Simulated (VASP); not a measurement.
Cost and result of VASP (PAW) for the band gap of Be$_{2}$C (antifluorite). Gaps are without spin-orbit coupling. Each level names its cell: its own relaxed one, PBE's, or the starting one. A gap is the smallest over the k-mesh and a band path; hybrids may have named points in place of the path, and GW has the mesh alone. The cost counts the self-consistent run with its band path or extra points (for GW, with the PBE run and the diagonalisation ahead of it), each on the mesh and cut-off of its row, so the ratios hold those differences too. With PBEsol it took about 6 core-seconds. Costs are core time on shared hosts, one run each; read them as rough ratios.

```
level                     k-mesh  cut-off (eV)  band gap (eV)      cost over PBEsol
----------------------  --------  ------------  -------------  --------------------
LDA (own cell)          10×10×10           520           1.20  within a factor of 2
PBEsol (own cell)       10×10×10           520           1.06             reference
PBE-D4 (own cell)       10×10×10           520           1.16  within a factor of 2
rev-vdW-DF2 (own cell)  10×10×10           520            [?]                   [?]
```

Question: What belongs in the gaps?

Answer: 
- rev-vdW-DF2 (own cell), band gap (eV): 1.24
- rev-vdW-DF2 (own cell), cost over PBEsol: about 4 times

Left out are levels that failed, ran on another kind of processor or have no fit band path; at most nine are shown.

The compound is Be2C in the antifluorite structure.
